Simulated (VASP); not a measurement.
## VZr3N4 (ordered alloy cell): computed properties

Level of theory: PBEsol GGA, VASP's PBE PAW potentials (set 64) (plane waves; VASP).

For VZr$_{3}$N$_{4}$, the space group is Pm-3m (221) and the cell is a = b = c = 4.4645 Å, α = β = γ = 90.00°. The volume per atom comes out as 11.12 Å^3/atom and the band gap (over mesh and band path) is none (metal, semimetal or under 0.01 eV). The density is 7.10 g/cm³.

```yaml
crystal:
  lattice:
    - [4.46450, 0.00000, 0.00000]
    - [0.00000, 4.46450, 0.00000]
    - [0.00000, 0.00000, 4.46450]
  atoms:
    - { symbol: Zr, position: [0.00000, 0.00000, 0.00000] }
    - { symbol: Zr, position: [0.50000, 0.50000, 0.00000] }
    - { symbol: Zr, position: [0.50000, 0.00000, 0.50000] }
    - { symbol: N, position: [0.50000, 0.50000, 0.50000] }
    - { symbol: N, position: [0.00000, 0.00000, 0.50000] }
    - { symbol: N, position: [0.00000, 0.50000, 0.00000] }
    - { symbol: N, position: [0.50000, 0.00000, 0.00000] }
    - { symbol: V, position: [0.00000, 0.50000, 0.50000] }
```

The structure was generated: VZr3N4 was put into an ordered model structure (Pm-3m), which need not be its known phase. It was relaxed first. Symmetry was kept, so distortions that lower it aren't found. The run is not spin-polarised, so no magnetic state was tried. The electron count is odd and the run is not spin-polarised, which forces a metal.
